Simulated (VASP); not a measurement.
**La3Zr: equation of state with PBE**

The system is La3Zr.

```xyz
4
Lattice="5.0727 0.0000 0.0000 0.0000 5.0727 0.0000 0.0000 0.0000 5.0727" Properties=species:S:1:pos:R:3 pbc="T T T"
La    2.5363    2.5363    0.0000
La    2.5363    0.0000    2.5363
La    0.0000    2.5363    2.5363
Zr    0.0000    0.0000    0.0000
```

The cell comes from a database or a generator and needn't be the stable form of this composition.

| Property | Result |
| --- | --- |
| Program | VASP 6.6.1 |
| Task | equation of state |
| Functional | PBE |
| Potentials or basis | VASP PAW PBE potentials, release 64 (La, Zr_sv) |
| Cutoff | 520 eV |
| k mesh | 5 × 5 × 5 |
| Occupations | fermi-dirac, width 0.05 eV |
| Spin | no spin polarisation |

```yaml
Equilibrium_volume: 32.52 Å³/atom
Bulk_modulus: 37 GPa
Pressure_derivative_of_the_bulk_modulus: 3.4
```

Energy against volume, from the lowest point:
| volume (Å³/atom) | energy (meV/atom) |
| --- | --- |
| 30.675 | 13.24 |
| 31.327 | 5.36 |
| 31.980 | 1.03 |
| 32.633 | 0.00 |
| 33.285 | 1.99 |
| 33.938 | 6.74 |
| 34.590 | 13.98 |

All runs of the series together: 8.7 min on 1 thread of Intel(R) Xeon(R) Platinum 8488C (Sapphire Rapids), with other jobs on the host.

The run has no spin-orbit coupling, so splittings on La are missing.
